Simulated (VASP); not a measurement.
These are PBE GGA, VASP's PBE PAW potentials (set 64) (plane waves; VASP) values and carry that method's errors.

Input for VASP

**INCAR**
```
LASPH = .True.
SIGMA = 0.1
LREAL = .False.   ! projection in real space or not
NELM = 100   ! most electronic steps
LMAXMIX = 4   ! l cut-off of mixed one-centre charges
ENCUT = 550
GGA = PE
LCHARG = .False.
ISIF = 2   ! forces and stress, cell fixed
PREC = Accurate
SYSTEM = TiB2
ISMEAR = 1   ! Methfessel-Paxton
EDIFF = 1E-6   ! SCF stop (eV)
ALGO = Normal   ! blocked Davidson
LWAVE = .False.
```

**KPOINTS**
```
K-points
0
Gamma
  10 10 8
```

POSCAR:
```
TiB2
6.58920
  0.2345201238  -0.4062007527   0.0000000000
  0.2345201238   0.4062007527   0.0000000000
  0.0000000000   0.0000000000   0.5000000000
Ti B
1 2
Direct
  0.0000000000   0.0000000000   0.0000000000
  0.3333330000   0.6666670000   0.5000000000
  0.6666670000   0.3333330000   0.5000000000
```

POTCAR, in this order: Ti_sv B (PBE.64 set). Program: vasp_std.

### Question
What will the output report for the number of irreducible k-points (NKPTS), number of bands (NBANDS), largest plane-wave count, number of space-group operations, FFT grid (NGX, NGY, NGZ)?

### Answer

```yaml
number of irreducible k-points (NKPTS): 70
number of bands (NBANDS): 13
largest_plane_wave_count: 816
number_of_space_group_operations: 24
FFT grid (NGX, NGY, NGZ): 24 × 24 × 28
```

The compound is TiB2 in the AlB2 type structure. The cell was not relaxed at this level. The run is one of a series of settings (ENCUT = 550 against the base run), some of them coarse on purpose.
